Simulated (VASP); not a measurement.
Here is a VASP 6.6.1 calculation.

INCAR

```
SYSTEM = Zn4Te3O
ALGO     = Fast           ! electronic algorithm
EDIFF    = 1E-4           ! SCF threshold, eV
EDIFFG   = -0.08          ! ionic threshold
ENCUT    = 520            ! plane-wave cutoff, eV
GGA      = PE             ! functional
IBRION   = 2              ! ionic algorithm
ISIF     = 3              ! what is computed and relaxed
ISMEAR   = 0              ! smearing method
LASPH    = .True.         ! aspherical terms in the spheres
LCHARG   = .False.        ! write CHGCAR
LREAL    = .False.        ! projectors in reciprocal space
LWAVE    = .False.        ! write WAVECAR
NELM     = 60             ! most SCF steps
NSW      = 24             ! ionic steps
PREC     = Normal         ! precision mode
SIGMA    = 0.15           ! smearing width, eV
```

The input KPOINTS:

```
k-points
0
Gamma
  4 4 2
  0 0 0
```

File POSCAR:

```
Zn4Te3O
1.0
    4.5590036700      0.0000000000      0.0000000000
   -2.2795018300      3.9482129900      0.0000000000
    0.0000000000      0.0000000000      9.7267435400
Zn Te O
4 3 1
Direct
    0.3333333300      0.6666666700      0.0000000000
    0.6666666700      0.3333333300      0.2128756300
    0.6666666700      0.3333333300      0.7871243700
    0.3333333300      0.6666666700      0.5000000000
    0.6666666700      0.3333333300      0.0000000000
    0.6666666700      0.3333333300      0.5000000000
    0.0000000000      0.0000000000      0.5000000000
    0.0000000000      0.0000000000      0.0000000000
```

Potentials or basis: VASP PAW PBE potentials, release 64 (Zn, Te, O).

Launch:

```sh
$ cat potpaw_PBE.64/Zn/POTCAR potpaw_PBE.64/Te/POTCAR potpaw_PBE.64/O/POTCAR > POTCAR
$ mpirun -np 1 vasp_std > vasp.out
```

(1) Predict the band gap on the k mesh.

(2) Predict the space group after relaxing (to 0.05 Å).

Results:

(1) none (metal or under the smearing width).

(2) P-6m2 (No. 187).

Caveat: the k mesh is coarse (spacing up to 0.40 Å⁻¹), so the values aren't converged.
